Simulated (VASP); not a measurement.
Calculation: PBE GGA, VASP's PBE PAW potentials (set 64) (plane waves; VASP).

VASP ran on this input.

File POSCAR:
```
AlRu
3.1011670
  1.0000000000   0.0000000000   0.0000000000
  0.0000000000   1.0000000000   0.0000000000
  0.0000000000   0.0000000000   1.0000000000
Al Ru
1 1
direct
  0.0000000000   0.0000000000   0.0000000000
  0.5000000000   0.5000000000   0.5000000000
```

### KPOINTS
```
Automatic mesh
0
Gamma
10 10 10
0 0 0
```

**INCAR**
```
SYSTEM=AlRu
PREC=Accurate; ENCUT=300; LREAL=.FALSE.
LASPH=.TRUE.
EDIFF=1E-6; NELM=100; ALGO=Normal
LMAXMIX=4
ISMEAR=-1; SIGMA=0.1
GGA=PE
ISIF=2
LWAVE=.FALSE.; LCHARG=.FALSE.
```

POTCAR, in this order: Al Ru_pv (PBE.64 set). Program: vasp_std.

Output of the run:

OSZICAR:
```
       N       E                     dE             d eps       ncg     rms          rms(c)
DAV:   1     0.530715713321E+02    0.53072E+02   -0.76444E+03  1668   0.838E+02
DAV:   2    -0.137610285639E+02   -0.66833E+02   -0.63763E+02  1476   0.240E+02
DAV:   3    -0.147650169099E+02   -0.10040E+01   -0.98593E+00  1580   0.303E+01
DAV:   4    -0.147750928546E+02   -0.10076E-01   -0.10070E-01  1592   0.281E+00
DAV:   5    -0.147753021410E+02   -0.20929E-03   -0.20928E-03  1604   0.372E-01    0.960E+00
DAV:   6    -0.142639422850E+02    0.51136E+00   -0.37897E+00  1420   0.213E+01    0.245E+00
DAV:   7    -0.141617289056E+02    0.10221E+00   -0.39676E-01  1424   0.709E+00    0.169E+00
DAV:   8    -0.141462584848E+02    0.15470E-01   -0.25822E-02  1436   0.164E+00    0.208E-01
DAV:   9    -0.141460411451E+02    0.21734E-03   -0.49987E-04  1548   0.216E-01    0.126E-01
DAV:  10    -0.141460310808E+02    0.10064E-04   -0.47166E-05  1604   0.885E-02    0.847E-03
DAV:  11    -0.141460292241E+02    0.18567E-05   -0.43105E-06  1444   0.250E-02    0.482E-03
DAV:  12    -0.141460285546E+02    0.66953E-06   -0.10611E-07   720   0.318E-03
   1 F= -.14146029E+02 E0= -.14117165E+02  d E =-.577276E-01
```

File OUTCAR:
```
------------------------ aborting loop because EDIFF is reached ----------------------------------------
  FORCE on cell =-STRESS in cart. coord.  units (eV):
  Direction    XX          YY          ZZ          XY          YZ          ZX
  --------------------------------------------------------------------------------------
  Total       -2.9703106     -2.9703106     -2.9703106     -0.0000000     -0.0000000      0.0000000
  in kB     -159.5647604   -159.5647604   -159.5647604     -0.0000000     -0.0000000      0.0000000
  external PRESSURE =    -159.5647604 kB  Pullay stress =       0.0000000 kB
  volume of cell :       29.82
      direct lattice vectors                 reciprocal lattice vectors
     3.101167000  0.000000000  0.000000000     0.322459255  0.000000000  0.000000000
     0.000000000  3.101167000  0.000000000     0.000000000  0.322459255  0.000000000
     0.000000000  0.000000000  3.101167000     0.000000000  0.000000000  0.322459255
 POSITION                                       TOTAL-FORCE (eV/Angst)
 -----------------------------------------------------------------------------------
      0.00000      0.00000      0.00000         0.000000      0.000000      0.000000
      1.55058      1.55058      1.55058         0.000000      0.000000      0.000000
 -----------------------------------------------------------------------------------
    total drift:                                0.000000     -0.000000      0.000000
  FREE ENERGIE OF THE ION-ELECTRON SYSTEM (eV)
  ---------------------------------------------------
  free  energy   TOTEN  =       -14.1460285546 eV

  energy  without entropy=      -14.0883009362  energy(sigma->0) =      -14.11716475
```
(Selected blocks of OUTCAR.)

At this cut-off the stress carries a Pulay error, which pulls relaxed volumes low.

The structure was generated: AlRu was put into an ordered model structure, which need not be its known phase. The cell was not relaxed at this level, and its volume differs by -5.9 % from the start's. The electron count is odd and the run is not spin-polarised, which forces a metal.
